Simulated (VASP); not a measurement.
**A VASP 6.6.1 single-point calculation on BaTlBr3**

INCAR

```
PREC = Accurate
SIGMA = 0.02
LASPH = .TRUE.
LREAL = Auto
ENCUT = 520
LWAVE = .FALSE.
ISIF = 2
GGA = RP
NELM = 59
IBRION = -1
NBANDS = 30
EDIFF = 1E-7
NSW = 0
ISMEAR = -1
LCHARG = .FALSE.
```

KPOINTS

```
KPOINTS created by Atomic Simulation Environment
0
Gamma
4 4 4
0 0 0
```

POSCAR

```
Tl Ba Br
 1.0000000000000000
     6.5408556662999997    0.0000000000000000    0.0000000000000000
     0.0000000000000000    6.5408556662999997    0.0000000000000000
     0.0000000000000000    0.0000000000000000    6.5408556662999997
 Tl  Ba  Br
   1   1   3
Cartesian
  0.0000000000000000  0.0000000000000000  0.0000000000000000
  3.2704278331499999  3.2704278331499999  3.2704278331499999
  3.2704278331499999  3.2704278331499999  0.0000000000000000
  3.2704278331499999  0.0000000000000000  3.2704278331499999
  0.0000000000000000  3.2704278331499999  3.2704278331499999
```

The recommended PBE PAW datasets give the neutral cell 44 valence electrons.

Command

```
mpirun -np 1 vasp_std
```

Task: Predict the outcome of this run.

Result: It converged. Results: gap between bands v and c on the k mesh 2.95 eV; least direct gap on the k mesh 3.16 eV; pressure -0.5 GPa. Band v is the last that the valence electrons fill when counted band by band, and c is the next.

OSZICAR

```
N       E                     dE             d eps       ncg     rms          rms(c)
DAV:   1     0.316403466305E+03    0.31640E+03   -0.17989E+04   600   0.118E+03
DAV:   2     0.140283062212E+02   -0.30238E+03   -0.29383E+03   858   0.236E+02
DAV:   3    -0.165133656033E+02   -0.30542E+02   -0.30408E+02   762   0.746E+01
DAV:   4    -0.173979361293E+02   -0.88457E+00   -0.88344E+00   878   0.116E+01
DAV:   5    -0.174130199317E+02   -0.15084E-01   -0.15082E-01   778   0.131E+00    0.452E+00
DAV:   6    -0.162996665247E+02    0.11134E+01   -0.14503E+00   682   0.409E+00    0.299E+00
DAV:   7    -0.158908973235E+02    0.40877E+00   -0.12682E+00   694   0.359E+00    0.138E+00
DAV:   8    -0.158356510225E+02    0.55246E-01   -0.17869E-01   712   0.212E+00    0.411E-01
DAV:   9    -0.158289376605E+02    0.67134E-02   -0.48309E-02   770   0.887E-01    0.316E-01
DAV:  10    -0.158309584910E+02   -0.20208E-02   -0.44895E-03   818   0.363E-01    0.652E-02
DAV:  11    -0.158312454574E+02   -0.28697E-03   -0.12658E-03   720   0.187E-01    0.322E-02
DAV:  12    -0.158313522146E+02   -0.10676E-03   -0.15913E-04   750   0.686E-02    0.107E-02
DAV:  13    -0.158313623137E+02   -0.10099E-04   -0.16638E-05   800   0.232E-02    0.346E-03
DAV:  14    -0.158313633089E+02   -0.99525E-06   -0.13852E-06   770   0.628E-03    0.152E-03
DAV:  15    -0.158313638714E+02   -0.56243E-06   -0.73672E-07   628   0.423E-03    0.294E-04
DAV:  16    -0.158313638138E+02    0.57578E-07   -0.38393E-08   504   0.102E-03
   1 F= -.15831364E+02 E0= -.15831364E+02  d E =-.189389E-10
```

For comparison, a separate PBE run of the intended cell, on usual settings and not on those above, gives a gap of 2.81 eV on its mesh and a pressure of -1.2 GPa.
